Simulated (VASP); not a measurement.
Given:

```xyz
5
Lattice="-1.9035 3.8207 5.0808 1.9035 -3.8207 5.0808 1.9035 3.8207 -5.0808" Properties=species:S:1:pos:R:3 pbc="T T T"
Rb     0.0000     3.8207     1.9737
Rb     1.9035     0.0000     3.1071
Pd     0.0000     0.0000     0.0000
Se     1.9035     1.6295     0.0000
Se     0.0000     2.1912     5.0808
```

The numbers are results of r2SCAN meta-GGA, VASP's PBE PAW potentials (set 64) (plane waves; VASP), not measurements. Numerical set-up: 400 eV cut-off, 7×7×7 Γ-centred mesh, tetrahedra with Blöchl corrections, potentials Rb_sv Pd Se.

### Question
Give the energies of bands 11 to 23 at the high-symmetry points, in eV from the valence-band maximum.

### Answer

```csv
band,Γ,X,F2,Y0,R,W,S,T
11,-4.49,-4.66,-4.39,-4.56,-4.51,-4.46,-4.36,-4.46
12,-4.12,-4.11,-3.28,-4.11,-3.14,-3.25,-4.11,-3.17
13,-2.76,-2.83,-3.14,-2.93,-2.96,-3.16,-2.92,-3.16
14,-1.92,-2.71,-3.10,-2.50,-2.87,-2.73,-2.21,-2.81
15,-1.92,-1.80,-2.28,-1.79,-2.71,-2.52,-1.79,-2.52
16,-1.79,-1.79,-1.93,-1.78,-1.99,-1.99,-1.79,-1.99
17,-1.07,-1.41,-1.81,-1.44,-1.85,-1.86,-1.11,-1.86
18,-0.91,-0.84,-1.32,-0.84,-1.33,-1.32,-1.06,-1.31
19,-0.28,-0.42,-1.13,-0.58,-1.21,-1.05,-0.87,-1.06
20,0.00,-0.07,-0.16,-0.14,0.00,-0.12,-0.23,-0.13
21,2.41,2.50,2.08,2.47,2.19,1.47,2.41,1.50
22,2.65,4.26,3.25,4.36,3.03,3.53,3.81,3.50
23,3.20,4.42,4.10,4.40,4.27,4.37,4.17,4.66
```

The gap is indirect, 1.13 eV, from the valence maximum at Γ to the conduction minimum at (0.43, -0.43, 0.14).

The structure comes from a computed database's Rb2PdSe2 entry (Immm); how it stands against other phases isn't given here. It was relaxed first.
